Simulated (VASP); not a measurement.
# Pb (Lead): the relaxed cell at several levels of theory, part 2 of 2

Aim: relax Pb (Lead) at several levels of theory and compare the cells. The starting structure is a measured crystal structure from the Crystallography Open Database. The first relaxation on each setting starts from this cell expanded by 3 % in volume.

VASP 6.6.1.

Results so far: PBEsol 29.95 Å³ an atom; LDA 29.12 Å³ an atom; PBE 31.86 Å³ an atom; PBEsol + D3(BJ) 28.54 Å³ an atom.

### Step 6. Relaxation with r2SCAN

Level of this step: r2SCAN; plane waves and PAW (Pb_d) (VASP).

r2SCAN adds the kinetic-energy density, costs more than a GGA and is run with LASPH.

INCAR

```
SYSTEM = Pb
PREC = Accurate
ENCUT = 450
EDIFF = 1E-06
NELM = 100
ISMEAR = 1
SIGMA = 0.15
LREAL = .FALSE.
ALGO = Normal
METAGGA = R2SCAN
LASPH = .TRUE.
NBANDS = 13
LORBIT = 11
LWAVE = .FALSE.
LCHARG = .FALSE.
KPAR = 4
IBRION = 2
NSW = 50
ISIF = 3
EDIFFG = -0.006
```

POSCAR

```
Pb
1.0
    0.0000000000      2.4995267423      2.4995267423
    2.4995267423      0.0000000000      2.4995267423
    2.4995267423      2.4995267423      0.0000000000
Pb
1
Direct
    0.0000000000      0.0000000000      0.0000000000
```

KPOINTS

```
Automatic mesh
0
Gamma
16 16 16
0 0 0
```

PAW data sets: Pb_d (PBE family, release 64).

Run with:

```sh
mpirun -np 4 vasp_std
```

Output:

```text
[banner, memory and clock lines left out]
running    4 mpi-ranks, on    1 nodes
[...]
[... a notice as in an earlier step ...]

 LDA part: xc-table for (None), standard interpolation
 POSCAR, INCAR and KPOINTS ok, starting setup
[...]
entering main loop
       N       E                     dE             d eps       ncg     rms          rms(c)
DAV:   1     0.501777771950E+02    0.50178E+02   -0.67018E+03  3844   0.115E+03
DAV:   2    -0.545827034576E+02   -0.10476E+03   -0.10143E+03  4015   0.301E+02
DAV:   3    -0.596259847449E+02   -0.50433E+01   -0.50288E+01  4693   0.730E+01
DAV:   4    -0.597430780513E+02   -0.11709E+00   -0.11707E+00  4742   0.120E+01
[...]
DAV:  11    -0.562817163482E+02   -0.37163E-05   -0.26551E-05  4961   0.525E-02    0.888E-03
DAV:  12    -0.562817150818E+02    0.12664E-05   -0.12555E-05  4920   0.664E-02    0.152E-03
DAV:  13    -0.562817151156E+02   -0.33833E-07   -0.20407E-07  2700   0.565E-03
   1 F= -.56281715E+02 E0= -.56281629E+02  d E =-.562817E+02
[... from here on, the cycles between the ionic steps are left out ...]
   2 F= -.56281790E+02 E0= -.56281714E+02  d E =-.751980E-04
   3 F= -.56281802E+02 E0= -.56281723E+02  d E =-.865646E-04
   4 F= -.56281795E+02 E0= -.56281714E+02  d E =-.794915E-04
[...]
reached required accuracy - stopping structural energy minimisation
```

Wall time 2.1 min (4 MPI ranks of AMD EPYC 7R32 (Zen 2), shared host); peak memory 0.58 GiB.

OUTCAR, selected parts (step 6):

```text
  Total        0.0018444      0.0018444      0.0018444     -0.0000000      0.0000000      0.0000000
  in kB        0.0949148      0.0949148      0.0949148     -0.0000000      0.0000000      0.0000000
  external PRESSURE =       0.0949148 kB  Pullay stress =       0.0000000 kB

 POSITION                                       TOTAL-FORCE (eV/Angst)
 -----------------------------------------------------------------------------------
      0.00000      0.00000      0.00000        -0.000000     -0.000000     -0.000000
 -----------------------------------------------------------------------------------
    total drift:                               -0.000000     -0.000000     -0.000000

  FREE ENERGIE OF THE ION-ELECTRON SYSTEM (eV)
  ---------------------------------------------------
  free  energy   TOTEN  =       -56.2817946071 eV

  energy  without entropy=      -56.2815531684  energy(sigma->0) =      -56.28171413

[... 2 parts as in an earlier step ...]

[... 2 further parts left out ...]
[key lines of the parts left out:]
E-fermi :   7.0080
```

With r2SCAN the relaxed cell holds 31.134 Å³ an atom, +2.68 % against the measured cell, with a = 4.994 Å. That is +3.94 % from PBEsol.

### Step 7. Relaxation with r2SCAN + rVV10

rVV10 adds a nonlocal correlation energy for dispersion. This run starts from the cell of an earlier relaxation, which isn't shown; the restart sets up the plane waves anew.

Edit INCAR of step 6 so:

```diff
@@ -10,2 +10,6 @@
 METAGGA = R2SCAN
+LUSE_VDW = .TRUE.
+IVDW_NL = 2
+BPARAM = 11.95
+CPARAM = 0.0093
 LASPH = .TRUE.
```

POSCAR

```
Pb
1.0
    0.0000000000      2.4805905942      2.4805905942
    2.4805905942      0.0000000000      2.4805905942
    2.4805905942      2.4805905942      0.0000000000
Pb
1
Direct
    0.0000000000      0.0000000000      0.0000000000
```

KPOINTS is that of step 6.

Run with:

```sh
mpirun -np 4 vasp_std
```

Output:

```text
[banner, memory and clock lines left out]
running    4 mpi-ranks, on    1 nodes
[...]
|                                                                             |
|               ----> ADVICE to this user running VASP <----                  |
|                                                                             |
|     You have switched on vdW-DFT.                                           |
|     This routine was written and supplied by Jiri Klimes. We recommend      |
|     that you carefully read and cite the following publications:            |
|       J. Klimes, D.R. Bowler, A. Michelides                                 |
|          J. Phys.: Cond Matt. 22 022201 (2010)                              |
|       J. Klimes, D.R. Bowler, A. Michelides                                 |
|          Phys. Rev. B. 83, 195131 (2011)                                    |
|     and references therein.                                                 |
|                                                                             |

[...]
DAV:  11    -0.559181889556E+02   -0.16927E-05   -0.19611E-05  4336   0.387E-02    0.779E-03
Total rVV10 correction in eV:      0.3618122    15.3847003
Total rVV10 correction in eV:      0.3618122    15.3847003
Total rVV10 correction in eV:      0.3618122    15.3847003
Total rVV10 correction in eV:      0.3618122    15.3847003
DAV:  12    -0.559181882178E+02    0.73783E-06   -0.10148E-05  4935   0.601E-02    0.164E-03
Total rVV10 correction in eV:      0.3618087    15.3847003
Total rVV10 correction in eV:      0.3618087    15.3847003
Total rVV10 correction in eV:      0.3618087    15.3847003
Total rVV10 correction in eV:      0.3618087    15.3847003
DAV:  13    -0.559181881429E+02    0.74902E-07   -0.21812E-07  2665   0.730E-03
Total rVV10 correction in eV:      0.3618036    15.3847003
Total rVV10 correction in eV:      0.3618036    15.3847003
Total rVV10 correction in eV:      0.3618036    15.3847003
Total rVV10 correction in eV:      0.3618036    15.3847003
Total rVV10 correction in eV:      0.3618071    15.3847003
Total rVV10 correction in eV:      0.3618071    15.3847003
Total rVV10 correction in eV:      0.3618071    15.3847003
Total rVV10 correction in eV:      0.3618071    15.3847003
   1 F= -.55918188E+02 E0= -.55918139E+02  d E =-.559182E+02
[...]
reached required accuracy - stopping structural energy minimisation
```

Wall time 55 s (4 MPI ranks); peak memory 0.86 GiB.

OUTCAR, selected parts (step 7):

```text
  Total       -0.0013844     -0.0013844     -0.0013844      0.0000000      0.0000000      0.0000000
  in kB       -0.0726595     -0.0726595     -0.0726595      0.0000000      0.0000000      0.0000000
  external PRESSURE =      -0.0726595 kB  Pullay stress =       0.0000000 kB

 POSITION                                       TOTAL-FORCE (eV/Angst)
 -----------------------------------------------------------------------------------
      0.00000      0.00000      0.00000        -0.000000     -0.000000     -0.000000
 -----------------------------------------------------------------------------------
    total drift:                               -0.000000     -0.000000      0.000000

  FREE ENERGIE OF THE ION-ELECTRON SYSTEM (eV)
  ---------------------------------------------------
  free  energy   TOTEN  =       -55.9181881429 eV

  energy  without entropy=      -55.9180411025  energy(sigma->0) =      -55.91813913

[... 2 parts as in an earlier step ...]

[... 2 further parts left out ...]
[key lines of the parts left out:]
E-fermi :   7.1905
```

With r2SCAN + rVV10 the relaxed cell holds 30.528 Å³ an atom, +0.68 % against the measured cell, with a = 4.961 Å. That is +1.91 % from PBEsol.

### Step 8. The runs compared

```tsv
level	volume (Å³/atom)	against the measured cell (%)	a (Å)	pressure left (GPa)	core minutes
PBEsol	29.955	-1.21	4.9299	0.0	1.71
LDA	29.123	-3.96	4.8839	-0.03	2.59
PBE	31.865	5.09	5.0326	0.01	2.4
PBEsol + D3(BJ)	28.54	-5.88	4.8511	-0.02	3.6
r2SCAN	31.134	2.68	4.9938	0.01	8.53
r2SCAN + rVV10	30.528	0.68	4.9612	-0.01	14.2
```

Core minutes are wall time times ranks, summed over the relaxations behind a row (those for a bulk modulus apart), on shared hosts.

### Step 9. What came out

```json
{
 "volume, PBEsol": "29.95 Å³/atom",
 "volume, LDA": "29.12 Å³/atom",
 "volume, PBE": "31.86 Å³/atom",
 "volume, PBEsol + D3(BJ)": "28.54 Å³/atom",
 "volume, r2SCAN": "31.13 Å³/atom",
 "volume, r2SCAN + rVV10": "30.53 Å³/atom"
}
```

Across 6 levels the volume of Pb (Lead) spans 11.6 %, from 28.54 Å³ an atom (PBEsol + D3(BJ)) to 31.86 Å³ (PBE). Against the measured volume of the starting structure, r2SCAN + rVV10 comes nearest (+0.7 %) and PBEsol + D3(BJ) lies farthest (-5.9 %). The measured cell holds zero-point expansion and, unless it was taken cold, thermal expansion, which the runs lack, so small differences decide nothing. Adding D3(BJ) to PBEsol changes the volume by -4.7 %. Adding rVV10 to r2SCAN changes the volume by -1.9 %. LASPH is on in some of these runs and off in others, which adds a little to the differences. Spin-orbit coupling is left out of all runs, which can matter with elements this heavy. All runs keep the symmetry of the start, so they can't find a distortion of lower symmetry. Further runs on this material are not shown.

[Lines on the potential files, build, host, timing and source positions are cut from VASP's logs without a mark.]

[Logs are printed without paths, hosts, clocks, repeated set-up lines and the standing remarks that a program may print on its own settings, such as how far it seeks lower states.]

[Hosts, paths, dates, database ids (printed as entryN), source tags and the programs' standing remarks are cut or masked in the printed files.]
